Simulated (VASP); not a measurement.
Level of theory: PBE GGA, VASP's PBE PAW potentials (set 64) (plane waves; VASP).

Input for VASP

INCAR:
```
# general
SYSTEM =NiAl
PREC   =Accurate
ENCUT  =500
LREAL  =.False.   # projection in real space or not
LASPH  =.True.   # aspherical one-centre terms

# electronic loop
EDIFF  =1E-6   # SCF stop (eV)
NELM   =100   # most electronic steps
ALGO   =Normal
LMAXMIX=4   # l cut-off of mixed one-centre charges

# smearing
ISMEAR =1   # Methfessel-Paxton
SIGMA  =0.1   # width (eV)

# functional
GGA    =PE   # PBE

# ions
IBRION =2
NSW    =40   # most ionic steps
ISIF   =3
EDIFFG =-0.02
PSTRESS=450

# output
LWAVE  =.False.
LCHARG =.False.
```

File KPOINTS:
```
kpoints
0
Gamma
 13 13 13
0 0 0
```

POSCAR:
```
NiAl
1.0
  2.7169726075   0.0000000000   0.0000000000
  0.0000000000   2.7169726075   0.0000000000
  0.0000000000   0.0000000000   2.7169726075
Al Ni
1 1
Cartesian
  1.3584863037   1.3584863037   1.3584863037
  0.0000000000   0.0000000000   0.0000000000
```

POTCAR, in this order: Al Ni (PBE.64 set). Program: vasp_std.

What VASP printed:

File OUTCAR:
```
 ion  position               nearest neighbor table
   1  0.500  0.500  0.500-   2 2.35   2 2.35   2 2.35   2 2.35   2 2.35   2 2.35   2 2.35   2 2.35
  LATTYP: Found a simple cubic cell.
 ALAT       =     2.7169726075
 Subroutine PRICEL returns:
 Original cell was already a primitive cell.
 Subroutine GETGRP returns: Found 48 space group operations
The static configuration has the point symmetry O_h .
The dynamic configuration has the point symmetry O_h .
 Subroutine INISYM returns: Found 48 space group operations
 Subroutine IBZKPT returns following result:
 Found     84 irreducible k-points:

 Following reciprocal coordinates:
            Coordinates               Weight
  0.000000  0.000000  0.000000      1.000000
  0.076923  0.000000  0.000000      6.000000
  0.153846  0.000000  0.000000      6.000000
  0.230769  0.000000  0.000000      6.000000
  0.307692  0.000000  0.000000      6.000000
  0.384615  0.000000  0.000000      6.000000
  0.461538  0.000000  0.000000      6.000000
  0.076923  0.076923  0.000000     12.000000
  0.153846  0.076923  0.000000     24.000000
  0.230769  0.076923  0.000000     24.000000
...
```

OSZICAR:
```
       N       E                     dE             d eps       ncg     rms          rms(c)
DAV:   1     0.415015601601E+02    0.41502E+02   -0.58386E+03  1712   0.141E+03
DAV:   2    -0.103635268084E+02   -0.51865E+02   -0.49084E+02  1704   0.214E+02
DAV:   3    -0.116255856162E+02   -0.12621E+01   -0.12526E+01  1928   0.433E+01
DAV:   4    -0.116456951506E+02   -0.20110E-01   -0.20102E-01  1968   0.491E+00
DAV:   5    -0.116462759543E+02   -0.58080E-03   -0.58079E-03  1862   0.867E-01    0.135E+01
DAV:   6    -0.125525239470E+02   -0.90625E+00   -0.49090E+01  1850   0.129E+02    0.129E+01
DAV:   7    -0.100755598596E+02    0.24770E+01   -0.14259E+01  1854   0.761E+01    0.144E+00
DAV:   8    -0.100669457376E+02    0.86141E-02   -0.21047E-01  1894   0.554E+00    0.118E+00
DAV:   9    -0.100507997113E+02    0.16146E-01   -0.56785E-02  1934   0.417E+00    0.171E-01
DAV:  10    -0.100506704709E+02    0.12924E-03   -0.73729E-04  1804   0.370E-01    0.121E-01
DAV:  11    -0.100506506578E+02    0.19813E-04   -0.85983E-05  2428   0.159E-01    0.422E-02
DAV:  12    -0.100506478194E+02    0.28384E-05   -0.12688E-05  1906   0.579E-02    0.672E-03
DAV:  13    -0.100506480084E+02   -0.18908E-06   -0.23036E-07   926   0.566E-03
   1 F= -.44174151E+01 E0= -.44173405E+01  d E =-.441742E+01
```

OUTCAR:
```
------------------------ aborting loop because EDIFF is reached ----------------------------------------
  FORCE on cell =-STRESS in cart. coord.  units (eV):
  Direction    XX          YY          ZZ          XY          YZ          ZX
  --------------------------------------------------------------------------------------
  Total        5.6328241      5.6328241      5.6328241      0.0000000     -0.0000000      0.0000000
  in kB      449.9673431    449.9673431    449.9673431      0.0000000     -0.0000000      0.0000000
  external PRESSURE =      -0.0326569 kB  Pullay stress =     450.0000000 kB
  volume of cell :       20.06
      direct lattice vectors                 reciprocal lattice vectors
     2.716972607  0.000000000  0.000000000     0.368056710  0.000000000  0.000000000
     0.000000000  2.716972607  0.000000000     0.000000000  0.368056710  0.000000000
     0.000000000  0.000000000  2.716972607     0.000000000  0.000000000  0.368056710
 POSITION                                       TOTAL-FORCE (eV/Angst)
 -----------------------------------------------------------------------------------
      1.35849      1.35849      1.35849         0.000000      0.000000      0.000000
      0.00000      0.00000      0.00000         0.000000      0.000000      0.000000
 -----------------------------------------------------------------------------------
    total drift:                               -0.000000      0.000000     -0.000000
  FREE ENERGIE OF THE ION-ELECTRON SYSTEM (eV)
  ---------------------------------------------------
  free  energy   TOTEN  =       -10.0506480084 eV

  energy  without entropy=      -10.0504242234  energy(sigma->0) =      -10.05057341
  enthalpy is  TOTEN    =        -4.4174150567 eV   P V=        5.6332329517

 reached required accuracy - stopping structural energy minimisation
```
(Selected blocks of OUTCAR.)

The compound is NiAl in the CsCl type structure. It was relaxed first under an external pressure of 45 GPa. The run is not spin-polarised, so no magnetic state was tried. The electron count is odd and the run is not spin-polarised, which forces a metal.
